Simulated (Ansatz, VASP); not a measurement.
# HfC: VASP beside Ansatz, part 2 of 2

Wanted: the spread between two codes on one cell, functional and k mesh. The cell is taken from a series of runs on this material, whose earlier steps may have relaxed, scaled, displaced or heated it; both programs get it as it stands.

VASP 6.6.1 and Ansatz 0.2.0.

So far: The structure; VASP: zone-centre phonons, LDA.

**3. Ansatz: zone-centre phonons, LDA**

Level of this step: Ansatz beside VASP: Kohn-Sham DFT, plane waves, LDA (Ansatz).

Ansatz runs on its PAW soft_1 files.

The same cell, functional (in two slightly different forms), mesh and smearing now go to Ansatz, which takes its cutoff from its data sets.

The input, input.yaml:

```yaml
crystal:
  lattice:
    - [0.0145954969, 2.294640827, 2.2832159635]
    - [2.294640827, 0.0145954969, 2.2832159635]
    - [2.3092363239, 2.3092363239, 0.0]
  atoms:
    - { symbol: C, position: [0.0, 0.0, 0.0] }
    - { symbol: Hf, position: [0.5, 0.5, 0.5] }
kpoints:
  mp_grid: { grid: [16, 16, 16] }
hamiltonian:
  xc: lda
  pseudopotentials: { kind: paw, azcp: { folder: soft_1 }, xc_functional: pbe }
scf:
  occupations: { method: methfessel_paxton, width: 0.2 }
output:
  eigenvalues: true
phonons:
  method: dfpt
```

Launch:

```console
$ ansatz run input.yaml --threads 4 --pin off --max-ram 10240MiB --backend cpu --events-out ev --progress --plain --runs-dir out
```

Numbers of over 12 decimals in the logs are rounded to 6 here.

The program printed:

```text
zone centre: on kpoints.mp_grid the ground state, and the responses unless they are solved on pairs of k-points, stand on 1098 of the mesh's 4096 k-points, reduced under 4 symmetry operations, with k and −k counted as one. Each operation leaves every solved displacement unchanged or reverses it
Engine: ansatz 0.2.0, aarch64-unknown-linux-gnu
Pseudopotentials: kind: paw
Pseudopotential: C, paw, valence charge 4, recommended cutoff 420 eV (normal), soft_1/C.paw.azcp
Pseudopotential: Hf, paw, valence charge 26, recommended cutoff 420 eV (normal), soft_1/Hf.paw.azcp
Functional definition: SPW92
  exchange = slater_x
  correlation = pw_c
Crystal: 2 atoms, lattice volume = 24.043 Å³
Basis set: ecut = 420 eV, 471 PW (Γ), exchange–correlation on 48×48×48 points (8 copies of the dense FFT grid, shifted against one another)
Bands: 19, of which v1, the nominal top of the filled ones, is band 15 counted from 1 (14 counted from 0)
Symmetry: 8 space group operations
k-points: 1098 of 4096 (irreducible under 4 space group operations)
Non-local potential: C, projectors of the file, l = 0: 2, l = 1: 2, l = 2: 1
Non-local potential: Hf, projectors of the file, l = 0: 3, l = 1: 2, l = 2: 2, l = 3: 3
PAW form: soft (Blöchl's): semilocal exchange-correlation on the pseudo side does not see the compensation charge
PAW frozen core: C, regenerated for the run's functional, and the local potential with it (the file was generated under x = pbe(κ = 0.804, μ = 0.219515), c = pbe(β = 0.066725))
PAW frozen core: Hf, regenerated for the run's functional, and the local potential with it (the file was generated under x = pbe(κ = 0.804, μ = 0.219515), c = pbe(β = 0.066725))
PAW one-centre angular grid: C, 110 points (default); XC on 64 Gauss nodes
PAW one-centre angular grid: Hf, 590 points (default); XC on 64 Gauss nodes
Initial density: superposition of atomic densities (chi_scale 0.1, normalization cell, long waves kept (reshape's long-wave potential 0.00 eV rms))
Initial wavefunctions: pseudopotential atomic-orbital guess
Functional: x = slater, c = lda
SCF iter   1: F=—  HF=-15723.147165 eV  |F-HF|=—  |Δ(HF+E_count)|=         —  Δρ=9.11e-2  dr2=2.69e0  ethr=3.10e-3  ⟨swp⟩=4.9  Hψ=91872  notcnv=0
preconditioner: auto → Kerker (q_TF=auto, 2.831 Å⁻¹)  [metal: Δε(μ)=0.015 eV  Ē_g=17.730 eV  σ=0.200 eV  W_gap=0.06  n_scr=14 (ndim 8)  ℏωp=40.1 eV  f_vac=0.000  D(μ)=0.20/eV (n_scr^D=0)]
SCF iter   2: F=—  HF=-15722.575190 eV  |F-HF|=—  |Δ(HF+E_count)|=   5.72e-1  S|Δr|=    0.00e0  Δρ=3.26e-2  dr2=2.57e-1  ethr=3.10e-3  ⟨swp⟩=2.1  Hψ=36162  notcnv=0  defer=1
SCF iter   3: F=—  HF=-15722.516081 eV  |F-HF|=—  |Δ(HF+E_count)|=   5.91e-2  S|Δr|=    0.00e0  Δρ=1.38e-2  dr2=2.78e-2  ethr=8.55e-4  ⟨swp⟩=2.0  Hψ=37193  notcnv=0
SCF iter   4: F=—  HF=-15722.509365 eV  |F-HF|=—  |Δ(HF+E_count)|=   6.72e-3  S|Δr|=    0.00e0  Δρ=7.67e-3  dr2=6.82e-3  ethr=9.25e-5  ⟨swp⟩=2.1  Hψ=37199  notcnv=0
SCF iter   5: F=—  HF=-15722.508737 eV  |F-HF|=—  |Δ(HF+E_count)|=   6.28e-4  S|Δr|=    0.00e0  Δρ=1.52e-3  dr2=3.05e-4  ethr=2.27e-5  ⟨swp⟩=2.0  Hψ=31689  notcnv=0
SCF iter   6: F=—  HF=-15722.508661 eV  |F-HF|=—  |Δ(HF+E_count)|=   7.62e-5  S|Δr|=    0.00e0  Δρ=2.71e-4  dr2=1.82e-5  ethr=1.02e-6  ⟨swp⟩=2.6  Hψ=37184  notcnv=0
SCF iter   7: F=—  HF=-15722.508665 eV  |F-HF|=—  |Δ(HF+E_count)|=   4.33e-6  S|Δr|=    0.00e0  Δρ=7.71e-5  dr2=1.02e-6  ethr=6.08e-8  ⟨swp⟩=2.4  Hψ=38428  notcnv=0
SCF iter   8: F=—  HF=-15722.508665 eV  |F-HF|=—  |Δ(HF+E_count)|=   4.98e-8  S|Δr|=    0.00e0  Δρ=1.35e-5  dr2=2.31e-8  ethr=3.39e-9  ⟨swp⟩=2.8  Hψ=41142  notcnv=0
SCF iter   9: F=—  HF=-15722.508665 eV  |F-HF|=—  |Δ(HF+E_count)|=   1.41e-8  S|Δr|=    0.00e0  Δρ=2.48e-6  dr2=1.00e-9  ethr=7.70e-11  ⟨swp⟩=2.6  Hψ=36849  notcnv=0
SCF iter  10: F=—  HF=-15722.508665 eV  |F-HF|=—  |Δ(HF+E_count)|=  7.15e-10  S|Δr|=    0.00e0  Δρ=2.85e-7  dr2=1.60e-11  ethr=3.35e-12  ⟨swp⟩=2.6  Hψ=39335  notcnv=0
SCF iter  11: F=-15722.508665 eV  HF=-15722.508665 eV  |F-HF|=0.00e0  |Δ(HF+E_count)|=  9.09e-12  S|Δr|=    0.00e0  Δρ=3.95e-8  dr2=2.50e-13  ethr=1.00e-12  ⟨swp⟩=7.8  Hψ=125616  notcnv=0
SCF 1 converged in 11 iterations: F = -15722.508665 eV  dr2 = 2.50e-13
  greatest PAW one-centre occupation: 0.998 electrons in one spin orbital (limit 2), on the Hf atom at site 1 (counted from 0), in its partial waves of l = 3
DFPT response loops at Γ: preconditioner auto → Kerker (q_TF=auto, 2.831 Å⁻¹) (partly filled bands, converged f_vac=0.000); β = 1.00, the filter's whole step (`scf.mixing.beta` (0.50) is not read by the response loops under this deck's `scf.mixing.preconditioner`; to damp them name `kerker` or `kerker_dos`, under which they read `scf.mixing.beta`, and type it under 1.00, their step now; both keys bind the ground state too); Broyden in place of MSR1
SCF converged after 11 iterations
Stability not checked: this state was not tested for a lower state beside it, because cold or Methfessel-Paxton smearing, or corrected tetrahedra, fill the levels in a way that the test cannot read (fill_not_monotonic; see scf.lower_state_search)
Free energy (F): -15722.508665 eV
Harris-Foulkes:  -15722.508665 eV  (|F-HF|=0.00e0)
Internal energy: -15722.507972 eV  (E = F + TS)
E sigma→0 (E₀):  -15722.508492 eV
Entropy (-TS):   -0.000693 eV (-0.347 meV/atom)
Fermi energy:    19.144836 eV
--- Per-component energies (eV) ---
  E_band       = 85.460344
  E_kinetic    = 496.787992
  E_local      = -6118.949932  (includes V_loc(G=0)·N_el)
  E_nonlocal   = 99.420258
  E_hartree    = 3001.031595
  E_xc         = -312.799095
  E_vxc        = -315.017715  (∫ρ·V_xc dr)
  E_paw        = -7548.544957  (= ΣΔE_a)
  E_vpaw       = -78.843535  (= ΣTr[D̂ρ^β])
  E_aug_tail   = 0.000118  (compensation charges beyond the density's cutoff)
  E_ewald      = -5341.973873
  E_core_change = 2.519920  (= ΣΔE_core)
  E_smearing   = -0.000693  (= −TS)
  E_closure    = 0.000000  (closes the sum)
  Σ components = -15722.508665   (vs F -15722.508665, Δ=0.00e0)
--- Band table (eV; the first three rows and the last of 1098) ---
  k-point 0: bands = [... 11 lower, 8.3093, 20.2003, 20.2698, 20.2824, 20.3145, 20.4591, 20.5045, 22.5374]
  k-point 1: bands = [... 11 lower, 8.3091, 19.3572, 19.6544, 19.7052, 20.6757, 20.7561, 21.0068, 23.0732]
  k-point 2: bands = [... 11 lower, 8.3093, 18.2872, 18.8067, 18.8602, 21.0187, 21.1033, 21.4861, 24.1918]
  k-point 1097: bands = [... 11 lower, 8.6719, 16.6758, 17.1306, 19.0742, 19.2009, 24.6123, 26.0800, 26.0909]
--- Phonons (Γ-DFPT): 4 representative perturbations + reference, on 1098 of 4096 k-points (Σ response iterations 12) ---
  k mesh reduced under 4 symmetry operations, with k and −k counted as one. Each operation leaves every solved displacement unchanged or reverses it
  ASR residual: 1.596e-5 → 0.000e0 eV/Å²; symmetrization residual: 8.012e-7 eV/Å²
  ASR residual per site (eV/Å²): 7.04e-6 1.60e-5
  Γ frequencies (cm⁻¹): 0.00 0.00 0.00 444.64 458.13 467.12
  non-analytic LO–TO correction: not included (Born effective charges unavailable; polar crystals: no LO–TO splitting at Γ)
```

**4. Comparison**

Known differences besides the potentials themselves: the data sets hold 30 valence electrons in Ansatz (on its PAW soft_1 files) and 14 in VASP; the cutoff is 420 eV in Ansatz and 600 eV in VASP; VASP's log shows a relativistic correction to its local exchange, Ansatz's none. Total energies have different zeros and are not compared.

The two programs side by side:

```tsv
quantity	Ansatz	VASP	difference
optical mode 1 (cm⁻¹)	444.6	442.1	+0.58 %
optical mode 2 (cm⁻¹)	458.1	456.0	+0.46 %
optical mode 3 (cm⁻¹)	467.1	465.3	+0.39 %
```

Modes are paired by rising frequency, not by their patterns, so a pair may set unlike modes beside each other; they are those without the splitting of longitudinal modes.

**5. Results**

| Item | Value |
| --- | --- |
| r.m.s. difference of the optical zone-centre modes, each program's sorted by frequency (zone-centre phonons, LDA) | 2.2 cm⁻¹ |
| difference in optical mode 1 (zone-centre phonons, LDA) | +0.6 % |

**Reading.** The r.m.s. difference of the optical zone-centre modes, each program's sorted by frequency is 2.2 cm⁻¹ (zone-centre phonons, LDA). The data sets hold unlike numbers of valence electrons (30 in Ansatz and 14 in VASP), so part of the differences may come from the potentials. Among the rows given in per cent, the largest difference of the zone-centre phonons, LDA pair is in optical mode 1, +0.6 %. Such differences can come from data sets, numerical settings and the points named under the comparisons, not from the functional's error against experiment.

[Lines on the potential files, build, host, timing and source positions are cut from VASP's logs without a mark.]

[Logs are printed without paths, hosts, clocks, repeated set-up lines and the standing remarks that a program may print on its own settings, such as how far it seeks lower states.]

[Hosts, paths, dates, database ids (printed as entryN), source tags and the programs' standing remarks are cut or masked in the printed files.]
